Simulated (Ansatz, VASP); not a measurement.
# SnSe2: VASP beside Ansatz, part 2 of 2

One calculation is typed for both programs; each brings its own data sets. How far apart do they land? The structure shown is the end of the Ansatz relaxation below.

VASP 6.6.1 and Ansatz 0.2.0.

So far. Step 3 (VASP: single point, PBE, pair 1): The run ends at a pressure of 0.18 GPa, with forces up to 0.015 eV/Å.

## Step 6: VASP: single point, PBE, pair 2

Level of this step: PBE; plane waves and PAW (Sn_d, Se) (VASP).

The same cell, functional, mesh and smearing now go to VASP, with its own data sets.

INCAR reads:

```
SYSTEM = SnSe2
PREC = Accurate
ENCUT = 400
EDIFF = 1E-06
NELM = 120
ISMEAR = 0
SIGMA = 0.02
LREAL = .FALSE.
ALGO = Normal
GGA = PE
NBANDS = 19
LORBIT = 11
LWAVE = .FALSE.
LCHARG = .FALSE.
ISIF = 2
LDIPOL = .TRUE.
IDIPOL = 3
DIPOL = 0.5 0.5 0.334
LVHAR = .TRUE.
LASPH = .TRUE.
GGA_COMPAT = .FALSE.
EFERMI = MIDGAP
NELMDL = -8
KPAR = 2
```

POSCAR reads:

```
SnSe2
1.0
    3.8683279779      0.0000000000      0.0000000000
   -1.9341639889      3.3165695961      0.0000000000
    0.0000000000      0.0000000000     29.9272000000
Sn Se
1 2
Direct
    0.0000000000      0.0000000000      0.3341441899
    0.3335750736      0.6671501471      0.3876458063
    0.6664249264      0.3328498529      0.2806425735
```

KPOINTS reads:

```
Automatic mesh
0
Gamma
9 9 1
0 0 0
```

PAW data sets: Sn_d and Se (PBE family, release 64).

Launch:

```bash
mpirun -np 2 vasp_std
```

Numbers of over 12 decimals in the logs are rounded to 6 here.

What it wrote:

```text
[... set-up lines as in an earlier step ...]
 entering main loop
       N       E                     dE             d eps       ncg     rms          rms(c)
DAV:   1     0.165089431502E+03    0.16509E+03   -0.94541E+03  1150   0.844E+02
DAV:   2     0.721304935288E+01   -0.15788E+03   -0.15469E+03  1281   0.209E+02
DAV:   3    -0.116520331751E+02   -0.18865E+02   -0.18815E+02  1218   0.833E+01
DAV:   4    -0.121275300442E+02   -0.47550E+00   -0.47500E+00  1271   0.165E+01
[...]
DAV:  22    -0.118604625948E+02   -0.16352E-05   -0.34047E-08  1023   0.690E-04    0.269E-04
DAV:  23    -0.118604636576E+02   -0.10628E-05   -0.13613E-08   934   0.395E-04    0.216E-04
DAV:  24    -0.118604642081E+02   -0.55054E-06   -0.60645E-09   949   0.322E-04
   1 F= -.11860464E+02 E0= -.11860464E+02  d E =-.115082-162
```

OUTCAR, selected parts (step 6):

```text
  Total        0.1315635      0.4993637      0.0160473      0.0000000      0.0023415      0.0000000
  in kB        0.5489939      2.0837665      0.0669628      0.0000000      0.0097706      0.0000000
  external PRESSURE =       0.8999077 kB  Pullay stress =       0.0000000 kB

 POSITION                                       TOTAL-FORCE (eV/Angst)
 -----------------------------------------------------------------------------------
      0.00000      0.00000     10.00000        -0.000000      0.000000      0.000000
      0.00000      2.21265     11.60115         0.000000      0.000751      0.013959
      1.93416      1.10392      8.39885        -0.000000     -0.000751     -0.013959
 -----------------------------------------------------------------------------------
    total drift:                                0.000000     -0.000000      0.000054

  FREE ENERGIE OF THE ION-ELECTRON SYSTEM (eV)
  ---------------------------------------------------
  free  energy   TOTEN  =       -11.8604642081 eV

  energy  without entropy=      -11.8604642081  energy(sigma->0) =      -11.86046421

[... 1 part as in an earlier step ...]

[... 2 further parts left out ...]
[key lines of the parts left out:]
E-fermi :  -3.5813
```

The run ends at a pressure of 0.09 GPa, with forces up to 0.014 eV/Å.

## Step 7: Comparison

What differs besides the data sets and the points named for the pairs above, as far as they apply: the data sets hold 46 valence electrons in Ansatz (on its PAW soft_1 files) and 26 in VASP. Total energies have different zeros and are not compared.

Both answers:

| quantity | Ansatz | VASP | difference |
| --- | --- | --- | --- |
| gap on the k mesh (eV) | 0.769 | 0.767 | +0.002 |

The largest component of a force difference here is 14 meV/Å. A gap on the mesh is an upper bound, since the band edges may lie between its points. Where the cell holds vacuum, a pressure given here is an average over it and none of the material.

## Step 8: Ansatz: relaxation, PBE

This run makes the geometry at which the two programs are then compared.

The structure compared here is the end of the Ansatz relaxation.

input.yaml reads:

```yaml
crystal:
  lattice:
    - [3.8683279779, 0.0, 0.0]
    - [-1.9341639889, 3.383571002, 0.0]
    - [0.0, 0.0, 29.9272]
  atoms:
    - { symbol: Sn, position: [0.0, 0.0, 0.3341441899] }
    - { symbol: Se, position: [0.3333333333, 0.6666666667, 0.3874388297] }
    - { symbol: Se, position: [0.6666666667, 0.3333333333, 0.2808495501] }
  periodic: [true, true, false]
kpoints:
  mp_grid: { grid: [9, 9, 1] }
hamiltonian:
  xc: pbe
  pseudopotentials: { kind: paw, azcp: { folder: soft_1 } }
scf:
  occupations: { method: gaussian, width: 0.02 }
output:
  forces: true
  stress: true
  eigenvalues: true
relax:
  adjacent_minimum: "off"
  f_tol: 0.001
  max_steps: 60
```

Launch:

```bash
ansatz run input.yaml --threads 4 --pin off --max-ram 16384MiB --backend cpu --events-out ev --progress --plain --runs-dir out
```

What it wrote:

```text
[...]
Crystal: 3 atoms, lattice volume = 391.710 Å³
Basis set: ecut = 420 eV, 7753 PW (Γ), exchange–correlation on 54×54×432 points (8 copies of the dense FFT grid, shifted against one another)
Bands: 28, of which v1, the nominal top of the filled ones, is band 23 counted from 1 (22 counted from 0)
Symmetry: 4 space group operations
[...]
--- Relaxed structure (4 steps of the walk, 3 accepted, 0 SCFs on fresh bases) ---
  F+E_penalty+E_count = -16963.48027087 eV   max|allowed force component| = 9.325e-4 eV/Å
  cell:  # Å, volume = 391.7100 Å³
    - [3.8683279779, -2.8581630148814765e-11, 0.0]
    - [-1.934163988925, 3.383571, 0.0]
    - [0.0, 0.0, 29.9272]
  atoms:
    - { symbol: Sn, position: [0.0, 0.0, 0.3341441899] }
    - { symbol: Se, position: [0.333248, 0.666497, 0.387235] }
    - { symbol: Se, position: [0.666752, 0.333503, 0.281053] }
[key lines of the parts left out:]
SCF converged after 4 iterations
Free energy (F): -16963.480271 eV
Fermi energy:    -5.660904 eV
P = ½ c Tr σ = -0.3564 N/m
```

## Step 9: VASP: single point, PBE, pair 3

The same cell, functional, mesh and smearing now go to VASP, with its own data sets.

INCAR is that of step 6.

POSCAR reads:

```
SnSe2
1.0
    3.8683279779      0.0000000000      0.0000000000
   -1.9341639889      3.3835710020      0.0000000000
    0.0000000000      0.0000000000     29.9272000000
Sn Se
1 2
Direct
    0.0000000000      0.0000000000      0.3341441899
    0.3332484374      0.6664968748      0.3872351206
    0.6667515626      0.3335031252      0.2810532592
```

KPOINTS is that of step 6.

Launch:

```bash
mpirun -np 2 vasp_std
```

What it wrote:

```text
[... set-up lines as in an earlier step ...]
 entering main loop
       N       E                     dE             d eps       ncg     rms          rms(c)
DAV:   1     0.166240195672E+03    0.16624E+03   -0.93119E+03  1150   0.834E+02
DAV:   2     0.769046288945E+01   -0.15855E+03   -0.15535E+03  1275   0.208E+02
DAV:   3    -0.115779581743E+02   -0.19268E+02   -0.19126E+02  1184   0.832E+01
DAV:   4    -0.121323408460E+02   -0.55438E+00   -0.55367E+00  1297   0.177E+01
[...]
DAV:  21    -0.118609681111E+02   -0.31047E-05   -0.55766E-08  1034   0.147E-03    0.178E-04
DAV:  22    -0.118609695063E+02   -0.13951E-05   -0.36733E-08  1010   0.686E-04    0.262E-04
DAV:  23    -0.118609702429E+02   -0.73669E-06   -0.72193E-09   930   0.343E-04
   1 F= -.11860970E+02 E0= -.11860970E+02  d E =0.000000E+00
```

OUTCAR, selected parts (step 9):

```text
  Total       -0.1049004     -0.4613228      0.0109746     -0.0000000     -0.0033352     -0.0000000
  in kB       -0.4290650     -1.8869085      0.0448884     -0.0000000     -0.0136416     -0.0000000
  external PRESSURE =      -0.7570283 kB  Pullay stress =       0.0000000 kB

 POSITION                                       TOTAL-FORCE (eV/Angst)
 -----------------------------------------------------------------------------------
      0.00000      0.00000     10.00000        -0.000000      0.000000      0.000000
      0.00000      2.25514     11.58886        -0.000000     -0.001028      0.012316
      1.93416      1.12843      8.41114         0.000000      0.001028     -0.012316
 -----------------------------------------------------------------------------------
    total drift:                                0.000000     -0.000000      0.000088

  FREE ENERGIE OF THE ION-ELECTRON SYSTEM (eV)
  ---------------------------------------------------
  free  energy   TOTEN  =       -11.8609702429 eV

  energy  without entropy=      -11.8609702429  energy(sigma->0) =      -11.86097024

[... 1 part as in an earlier step ...]

[... 2 further parts left out ...]
[key lines of the parts left out:]
E-fermi :  -3.6691
```

The run ends at a pressure of -0.08 GPa, with forces up to 0.012 eV/Å.

## Step 10: Side by side

What differs besides the data sets and the points named for the pairs above, as far as they apply: the data sets hold 46 valence electrons in Ansatz (on its PAW soft_1 files) and 26 in VASP. Total energies have different zeros and are not compared.

The two programs side by side:

```
              quantity  Ansatz   VASP  difference
gap on the k mesh (eV)   0.821  0.819      +0.002
```

The largest component of a force difference here is 13 meV/Å. A gap on the mesh is an upper bound, since the band edges may lie between its points. Where the cell holds vacuum, a pressure given here is an average over it and none of the material.

## Step 11: Outcome

| Quantity | Value |
| --- | --- |
| difference in gap on the k mesh (single point, PBE, pair 1) | 0.0021 eV |
| r.m.s. force difference (single point, PBE, pair 1) | 6.9 meV/Å |
| difference in gap on the k mesh (single point, PBE, pair 2) | 0.0019 eV |
| r.m.s. force difference (single point, PBE, pair 2) | 6.7 meV/Å |
| difference in gap on the k mesh (single point, PBE, pair 3) | 0.0018 eV |
| r.m.s. force difference (single point, PBE, pair 3) | 6.2 meV/Å |

The r.m.s. force difference is 6.9 meV/Å (single point, PBE, pair 1), within the 12 meV/Å picked in this series as the mark of a large difference. The data sets hold unlike numbers of valence electrons (46 in Ansatz and 26 in VASP), so part of the differences may come from the potentials. 13 further pairs of this series are not shown here. How closely two codes agree says nothing of how well the functional describes the real material.

[Lines on the potential files, build, host, timing and source positions are cut from VASP's logs without a mark.]

[Logs are printed without paths, hosts, clocks, repeated set-up lines and the standing remarks that a program may print on its own settings, such as how far it seeks lower states.]

[Hosts, paths, dates, database ids (printed as entryN), source tags and the programs' standing remarks are cut or masked in the printed files.]
